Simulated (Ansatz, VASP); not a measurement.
# Li2MgOF2: VASP beside Ansatz, part 2 of 3

Wanted: the spread between two codes on one cell, functional and k mesh. The cell is generated by rule, not measured, and may not be a known phase. Of the first pair: The cell is taken from a series of runs on this material, whose earlier steps may have relaxed, scaled, displaced or heated it; both programs get it as it stands.

VASP 6.6.1 and Ansatz 0.2.0.

So far: Set-up; VASP: relaxation of cell and atoms, PBE, pair 1.

## (3) Ansatz: relaxation of cell and atoms, PBE, pair 1

Level of this step: Ansatz beside VASP: Kohn-Sham DFT, plane waves, PBE (Ansatz).

Ansatz runs on its default PAW (the set named soft_2) files.

The same cell, functional, mesh and smearing now go to Ansatz, which takes its cutoff from its data sets.

input.yaml

```yaml
crystal:
  lattice:
    - [2.0742943591, 2.0742943591, 0.0]
    - [-2.0742943591, 2.0742943591, 0.0]
    - [2.0742943591, 0.0, 6.2225022646]
  atoms:
    - { symbol: F, position: [0.8293222645, 0.1706777355, 0.341355471] }
    - { symbol: F, position: [0.1706777355, 0.8293222645, 0.658644529] }
    - { symbol: Li, position: [0.3342901944, 0.6657098056, 0.3314196113] }
    - { symbol: Li, position: [0.6657098056, 0.3342901944, 0.6685803887] }
    - { symbol: Mg, position: [0.0, 0.0, 0.0] }
    - { symbol: O, position: [0.5, 0.5, 0.0] }
kpoints:
  mp_grid: { grid: [8, 8, 8] }
hamiltonian:
  xc: pbe
scf:
  occupations: { method: gaussian, width: 0.02 }
output:
  forces: true
  stress: true
  eigenvalues: true
relax:
  adjacent_minimum: "off"
  f_tol: 0.005
  max_steps: 80
  cell: { stress_tol: 0.05 }
```

Command:

```console
ansatz run input.yaml --threads 8 --pin off --max-ram 14336MiB --backend cpu --events-out ev --progress --plain --runs-dir out
```

Numbers of over 12 decimals in the logs are rounded to 6 here.

Output:

```text
Engine: ansatz 0.2.0, aarch64-unknown-linux-gnu
Pseudopotentials: kind: paw
Pseudopotential: F, paw, valence charge 7, recommended cutoff 420 eV (normal), F.paw.azcp
Pseudopotential: Li, paw, valence charge 3, recommended cutoff 420 eV (normal), Li.paw.azcp
Pseudopotential: Mg, paw, valence charge 10, recommended cutoff 420 eV (normal), Mg.paw.azcp
Pseudopotential: O, paw, valence charge 6, recommended cutoff 420 eV (normal), O.paw.azcp
Functional definition: PBE
  parameter kappa = 0.804
  parameter beta = 0.066725
  exchange = pbe_x(kappa = kappa, mu = beta*pi^2/3)
  correlation = pbe_c(beta = beta)
Crystal: 6 atoms, lattice volume = 53.547 Å³
Basis set: ecut = 420 eV, 1025 PW (Γ), exchange–correlation on 40×40×90 points (8 copies of the dense FFT grid, shifted against one another)
Bands: 24, of which v1, the nominal top of the filled ones, is band 18 counted from 1 (17 counted from 0)
Symmetry: 16 space group operations
Space group: I4/mmm (ITA 139), of the structure as read, at distance tolerance 3.8e-5 Å
k-points: 59 of 512
Non-local potential: F, projectors of the file, l = 0: 2, l = 1: 2, l = 2: 1
Non-local potential: Li, projectors of the file, l = 0: 3, l = 1: 2, l = 2: 1
Non-local potential: Mg, projectors of the file, l = 0: 3, l = 1: 2, l = 2: 1
Non-local potential: O, projectors of the file, l = 0: 2, l = 1: 2, l = 2: 1
PAW form: soft (Blöchl's): semilocal exchange-correlation on the pseudo side does not see the compensation charge
PAW one-centre angular grid: F, 110 points (default); XC on 64 Gauss nodes
PAW one-centre angular grid: Li, 110 points (default); XC on 64 Gauss nodes
PAW one-centre angular grid: Mg, 110 points (default); XC on 64 Gauss nodes
PAW one-centre angular grid: O, 110 points (default); XC on 64 Gauss nodes
Initial density: superposition of atomic densities (neutral atoms: chi_scale 0, normalization atom), corrected by the library's trained network
Initial wavefunctions: pseudopotential atomic-orbital guess
Functional: x = pbe(κ = 0.804, μ = 0.219515), c = pbe(β = 0.066725)
SCF iter   1: F=—  HF=-4526.272485 eV  |F-HF|=—  |Δ(HF+E_count)|=         —  Δρ=1.94e-3  dr2=3.17e-3  ethr=1.77e-3  ⟨swp⟩=6.2  Hψ=6570  notcnv=0
preconditioner: auto → none  [insulator: Δε(μ)=5.408 eV  Ē_g=18.274 eV  σ=0.020 eV  W_gap=1.00  n_scr=12 (ndim 8)  ℏωp=24.9 eV  f_vac=0.000  D(μ)=0.00/eV (n_scr^D=0)  ε∞_Penn≈2.9]
SCF iter   2: F=—  HF=-4526.271787 eV  |F-HF|=—  |Δ(HF+E_count)|=   6.98e-4  Δρ=8.12e-4  dr2=6.76e-4  ethr=8.81e-6  ⟨swp⟩=2.1  Hψ=2734  notcnv=0  defer=77
SCF iter   3: F=—  HF=-4526.271663 eV  |F-HF|=—  |Δ(HF+E_count)|=   1.25e-4  Δρ=2.27e-4  dr2=1.44e-5  ethr=1.88e-6  ⟨swp⟩=2.2  Hψ=2479  notcnv=0  defer=77
SCF iter   4: F=—  HF=-4526.272185 eV  |F-HF|=—  |Δ(HF+E_count)|=   5.23e-4  Δρ=6.17e-5  dr2=9.84e-7  ethr=3.99e-8  ⟨swp⟩=2.0  Hψ=2385  notcnv=0  defer=77
iter 5 did not close the SCF: its close was put off for the readings that it lacked (scf_convergence_deferred on its scf_iter line)
SCF iter   5: F=-4526.272185 eV  HF=-4526.272185 eV  |F-HF|=6.76e-8  |Δ(HF+E_count)|=   2.55e-9  Δρ=1.62e-5  dr2=6.54e-8  ethr=2.73e-9  ⟨swp⟩=2.0  Hψ=2371  notcnv=0  defer=77
SCF iter   6: F=-4526.272185 eV  HF=-4526.272185 eV  |F-HF|=2.82e-9  |Δ(HF+E_count)|=   2.89e-8  Δρ=3.68e-6  dr2=3.46e-9  ethr=1.82e-10  ⟨swp⟩=6.7  Hψ=5696  notcnv=0
SCF 1 converged in 6 iterations: F = -4526.272185 eV  dr2 = 3.46e-9
  greatest PAW one-centre occupation: 1.000 electrons in one spin orbital (limit 2), on the Mg atom at site 4 (counted from 0), in its partial waves of l = 0
relax step   1: F+E_penalty+E_count = -4526.27218534 eV  Δ(F+E_penalty+E_count) = +0.000e0 eV  max|allowed force component| = 1.862e-3 eV/Å  Δτ_max = 0.0000 Å  P = +0.054 GPa  Ω = 53.547 Å³  (6 SCF iters, dr2 threshold 1.00e-7 eV, accepted)
[...]
relax step   2: F+E_penalty+E_count = -4526.27214409 eV  Δ(F+E_penalty+E_count) = +4.125e-5 eV  max|allowed force component| = 6.782e-4 eV/Å  Δτ_max = 0.0002 Å  P = +0.032 GPa  Ω = 53.560 Å³  energy of the carried Pulay correction = -5.069e-5 eV  (6 SCF iters, dr2 threshold 5.06e-8 eV, accepted)
[...]
relax step   3: F+E_penalty+E_count = -4526.27202705 eV  Δ(F+E_penalty+E_count) = +1.170e-4 eV  max|allowed force component| = 1.337e-3 eV/Å  Δτ_max = 0.0000 Å  P = -0.025 GPa  Ω = 53.593 Å³  energy of the carried Pulay correction = -1.814e-4 eV  (6 SCF iters, dr2 threshold 2.97e-8 eV, accepted)
[...]
relax step   4: F+E_penalty+E_count = -4526.27228311 eV  Δ(F+E_penalty+E_count) = -2.561e-4 eV  max|allowed force component| = 1.295e-3 eV/Å  Δτ_max = 0.0000 Å  P = -0.017 GPa  Ω = 53.593 Å³  stress off target by 3.18e-2 GPa  SCF on the basis re-selected at this cell (its energy is not comparable with the rows above)  (6 SCF iters)
basis re-selected at this cell: Δ(F+E_penalty+E_count) = -2.561e-4 eV, ΔP = +0.008 GPa vs the last step (what re-selecting the basis moved, of the pressure what is left beyond the Pulay correction that the steps carried, after the strain that the cell walked since its last selection, with what the two solves' SCF thresholds leave and, on support functions, any second-order correction that the steps lacked; it is no m [...]
SCF converged after 6 iterations
Free energy (F): -4526.272283 eV
Harris-Foulkes:  -4526.272283 eV  (|F-HF|=2.73e-12)
Internal energy: -4526.272283 eV  (E = F + TS)
E sigma→0 (E₀):  -4526.272283 eV
Fermi energy:    7.439535 eV
--- Per-component energies (eV) ---
  E_band       = -555.963069
  E_kinetic    = 715.233002
  E_local      = -3139.927074  (includes V_loc(G=0)·N_el)
  E_nonlocal   = 223.386951
  E_hartree    = 1117.931468
  E_xc         = -288.352590
  E_vxc        = -369.698348  (∫ρ·V_xc dr)
  E_paw        = -893.633040  (= ΣΔE_a)
  E_vpaw       = -220.827525  (= ΣTr[D̂ρ^β])
  E_aug_tail   = 0.006804  (compensation charges beyond the density's cutoff)
  E_ewald      = -2260.917804
  E_smearing   = -0.000000  (= −TS)
  E_closure    = 0.000000  (closes the sum)
  Σ components = -4526.272283   (vs F -4526.272283, Δ=0.00e0)
--- Forces (eV/Å), atoms counted from 1 ---
  atom   1  F     -0.00000000    -0.00000000    -0.00129503
  atom   2  F      0.00000000    -0.00000000     0.00129503
  atom   3  Li    -0.00000000     0.00000000     0.00005990
  atom   4  Li    -0.00000000     0.00000000    -0.00005990
  atom   5  Mg    -0.00000000    -0.00000000     0.00000000
  atom   6  O      0.00000000    -0.00000000     0.00000000
  max |Σ_I F_I| component: 2.71e-20 eV/Å
--- Stress (GPa, compression-positive) ---
       -0.031754       0.000000       0.000000
       -0.000000      -0.031754       0.000000
        0.000000       0.000000       0.011303
  P = ⅓ Tr σ = -0.0174 GPa (-0.174 kbar)
--- Band table (eV; the first three rows and the last of 59) ---
  k-point 0: bands = [... 14 lower, 1.7084, 3.7418, 4.6951, 4.6951, 10.1839, 14.1218, 15.0546, 16.2927, ... 2 higher]
  k-point 1: bands = [... 14 lower, 1.7129, 3.7172, 4.6940, 4.6940, 10.2723, 13.7099, 15.4522, 16.2565, ... 2 higher]
  k-point 2: bands = [... 14 lower, 1.7237, 3.6567, 4.6915, 4.6915, 10.5227, 13.0501, 16.0795, 16.1770, ... 2 higher]
  k-point 58: bands = [... 14 lower, 0.9769, 2.6544, 2.6544, 4.3052, 15.3808, 15.3808, 15.4747, 16.7854, ... 2 higher]
--- Relaxed structure (3 steps of the walk, 3 accepted, 1 SCFs on fresh bases) ---
  F+E_penalty+E_count = -4526.27228311 eV   max|allowed force component| = 1.295e-3 eV/Å   (the final SCF, on the basis selected at the relaxed cell)
  cell:  # Å, volume = 53.5928 Å³
    - [2.074202, 2.074202, 0.0]
    - [-2.074202, 2.074202, 0.0]
    - [2.074202, 0, 6.228366]
  atoms:
    - { symbol: F, position: [0.829339, 0.170661, 0.341322] }
    - { symbol: F, position: [0.170661, 0.829339, 0.658678] }
    - { symbol: Li, position: [0.334273, 0.665727, 0.331454] }
    - { symbol: Li, position: [0.665727, 0.334273, 0.668546] }
    - { symbol: Mg, position: [0, 0, 0] }
    - { symbol: O, position: [0.5, 0.5, 0] }
```

In the SCF lines HF is the Harris–Foulkes energy and dr2 the Hartree energy of the density residual, in eV; the loop may stop once dr2 is under the threshold and the program's other checks hold. Hψ counts applications of the Hamiltonian.

## (4) Side by side

Known differences besides the potentials themselves: the data sets hold 36 valence electrons in Ansatz (on its default PAW (the set named soft_2) files) and 28 in VASP; the cutoff is 420 eV in Ansatz and 750 eV in VASP; Ansatz adds a Pulay correction to the stress that steers its cell, VASP none. Total energies have different zeros and are not compared.

Both answers:

```csv
quantity,Ansatz,VASP,difference
volume (Å³),53.59,53.17,+0.79 %
"edge a after relaxation, in the typed setting (Å)",2.933,2.926,+0.25 %
"edge c after relaxation, in the typed setting (Å)",6.565,6.545,+0.29 %
```

## (5) Ansatz: relaxation of cell and atoms, PBE, pair 2

The relaxed volume is the usual yardstick between codes: in a stiff, nearly cubic crystal its relative difference is about their pressure difference at one cell divided by the bulk modulus. Its start cell is another than that of the pair before, and may be another structure of the material.

The two relaxations start from unlike cells of this crystal (the structure described is Ansatz's start), so only their ends are compared.

input.yaml

```yaml
crystal:
  lattice:
    - [2.045, 2.045, 0.0]
    - [-2.045, 2.045, 0.0]
    - [2.045, 0.0, 6.135]
  atoms:
    - { symbol: F, position: [0.833333, 0.166667, 0.333333] }
    - { symbol: F, position: [0.166667, 0.833333, 0.666667] }
    - { symbol: Li, position: [0.333333, 0.666667, 0.333333] }
    - { symbol: Li, position: [0.666667, 0.333333, 0.666667] }
    - { symbol: Mg, position: [0.0, 0.0, 0.0] }
    - { symbol: O, position: [0.5, 0.5, 0.0] }
kpoints:
  mp_grid: { grid: [8, 8, 8] }
hamiltonian:
  xc: pbe
scf:
  occupations: { method: gaussian, width: 0.1 }
output:
  forces: true
  stress: true
  eigenvalues: true
relax:
  adjacent_minimum: "off"
  f_tol: 0.05
  max_steps: 80
  cell: { stress_tol: 0.5 }
```

Output:

```text
[...]
cell:  # Å, volume = 53.5471 Å³
    - [2.074294, 2.074294, 0.0]
    - [-2.074294, 2.074294, 0.0]
    - [2.074294, 0, 6.222502]
  atoms:
    - { symbol: F, position: [0.829322, 0.170678, 0.341355] }
    - { symbol: F, position: [0.170678, 0.829322, 0.658645] }
    - { symbol: Li, position: [0.334290, 0.665710, 0.331420] }
    - { symbol: Li, position: [0.665710, 0.334290, 0.668580] }
    - { symbol: Mg, position: [0, 0, 0.0] }
    - { symbol: O, position: [0.5, 0.5, 0.0] }
[key lines of the parts left out:]
SCF converged after 6 iterations
Free energy (F): -4526.272185 eV
Fermi energy:    7.454196 eV
P = ⅓ Tr σ = 0.0543 GPa (0.543 kbar)
```

## (6) VASP: relaxation of cell and atoms, PBE, pair 2

Its own start cell and the same functional, mesh and smearing now go to VASP, with its own data sets.

INCAR

```
SYSTEM = Li2MgOF2
PREC = Accurate
ENCUT = 750
EDIFF = 1E-07
NELM = 120
ISMEAR = 0
SIGMA = 0.1
LREAL = .FALSE.
ALGO = Normal
GGA = PE
NBANDS = 20
LORBIT = 11
LWAVE = .FALSE.
LCHARG = .FALSE.
ISIF = 3
IBRION = 2
NSW = 80
EDIFFG = -0.005
LASPH = .TRUE.
GGA_COMPAT = .FALSE.
NELMIN = 4
EFERMI = MIDGAP
KPAR = 2
```

POSCAR

```
Li2MgOF2
1.0
    2.0687930523      2.0687930523      0.0000000000
   -2.0687930523      2.0687930523      0.0000000000
    2.0687930523      0.0000000000      6.2059520758
F Li Mg O
2 2 1 1
Direct
    0.8293609504      0.1706390496      0.3412780991
    0.1706390496      0.8293609504      0.6587219009
    0.3342009269      0.6657990731      0.3315981461
    0.6657990731      0.3342009269      0.6684018539
    0.0000000000      0.0000000000      0.0000000000
    0.5000000000      0.5000000000      0.0000000000
```

KPOINTS

```
Automatic mesh
0
Gamma
8 8 8
0 0 0
```

The projector-augmented-wave data sets are F, Li_sv, Mg and O (PBE family, release 64).

Command:

```console
mpirun -np 2 vasp_std
```

Output:

```text
[... set-up lines as in an earlier step ...]
 entering main loop
       N       E                     dE             d eps       ncg     rms          rms(c)
DAV:   1     0.223439307716E+03    0.22344E+03   -0.18700E+04  2408   0.192E+03
DAV:   2    -0.167064913587E+02   -0.24015E+03   -0.23222E+03  2864   0.410E+02
DAV:   3    -0.324524513267E+02   -0.15746E+02   -0.15667E+02  3784   0.917E+01
DAV:   4    -0.337245799377E+02   -0.12721E+01   -0.12705E+01  3652   0.163E+01
[...]
DAV:  12    -0.309997849285E+02    0.61608E-06   -0.20424E-05  3540   0.332E-02    0.413E-03
DAV:  13    -0.309997854749E+02   -0.54639E-06   -0.12954E-06  2812   0.102E-02    0.162E-03
DAV:  14    -0.309997854457E+02    0.29244E-07   -0.28646E-07  2596   0.417E-03
   1 F= -.30999785E+02 E0= -.30999785E+02  d E =-.309998E+02
[...]
N       E                     dE             d eps       ncg     rms          rms(c)
DAV:   1    -0.309998737628E+02   -0.88288E-04   -0.14420E-03  2436   0.348E-01    0.710E-02
DAV:   2    -0.309997984018E+02    0.75361E-04   -0.30639E-04  2596   0.140E-01    0.131E-02
DAV:   3    -0.309997972881E+02    0.11137E-05   -0.61551E-06  2824   0.203E-02    0.770E-03
DAV:   4    -0.309997964254E+02    0.86271E-06   -0.10555E-06  3932   0.877E-03    0.926E-04
DAV:   5    -0.309997963875E+02    0.37852E-07   -0.61373E-08  1948   0.225E-03
   2 F= -.30999796E+02 E0= -.30999796E+02  d E =-.109418E-04
 trial-energy change:   -0.000011  1 .order   -0.000010   -0.000015   -0.000005
 step:   1.3206(harm=  1.5168)  dis= 0.00015  next Energy=   -30.999797 (dE=-0.118E-04)
 reached required accuracy - stopping structural energy minimisation
```

From OUTCAR (step 6):

```text
  Total        0.0030470      0.0030470      0.0147052      0.0000000      0.0000000     -0.0000000
  in kB        0.0918464      0.0918464      0.4432607      0.0000000      0.0000000     -0.0000000
  external PRESSURE =       0.2089845 kB  Pullay stress =       0.0000000 kB

 POSITION                                       TOTAL-FORCE (eV/Angst)
 -----------------------------------------------------------------------------------
      2.06912      2.06912      2.11851         0.000000      0.000000     -0.000662
      0.00000      2.06912      4.08907        -0.000000      0.000000      0.000662
     -0.00000      2.06912      2.05854         0.000000      0.000000      0.001590
      2.06912      2.06912      4.14904        -0.000000      0.000000     -0.001590
      2.06912      2.06912      0.00000         0.000000     -0.000000     -0.000000
      0.00000      2.06912      0.00000         0.000000      0.000000     -0.000000
 -----------------------------------------------------------------------------------
    total drift:                                0.000000      0.000000      0.000000

  FREE ENERGIE OF THE ION-ELECTRON SYSTEM (eV)
  ---------------------------------------------------
  free  energy   TOTEN  =       -30.9997963875 eV

  energy  without entropy=      -30.9997963875  energy(sigma->0) =      -30.99979639

[... 2 parts as in an earlier step ...]

[... 2 further parts left out ...]
[key lines of the parts left out:]
E-fermi :   4.5587
```

## (7) Comparison

What differs besides the data sets and the points named for the pairs above, as far as they apply: the data sets hold 36 valence electrons in Ansatz (on its default PAW (the set named soft_2) files) and 28 in VASP. Total energies have different zeros and are not compared.

Compared:

```csv
quantity,Ansatz,VASP,difference
volume (Å³),53.55,53.15,+0.74 %
"edge a after relaxation, in the typed setting (Å)",2.933,2.926,+0.25 %
"edge c after relaxation, in the typed setting (Å)",6.559,6.543,+0.24 %
```

(Continued in part 3 of 3.)

[Lines on the potential files, build, host, timing and source positions are cut from VASP's logs without a mark.]

[Logs are printed without paths, hosts, clocks, repeated set-up lines and the standing remarks that a program may print on its own settings, such as how far it seeks lower states.]

[Hosts, paths, dates, database ids (printed as entryN), source tags and the programs' standing remarks are cut or masked in the printed files.]
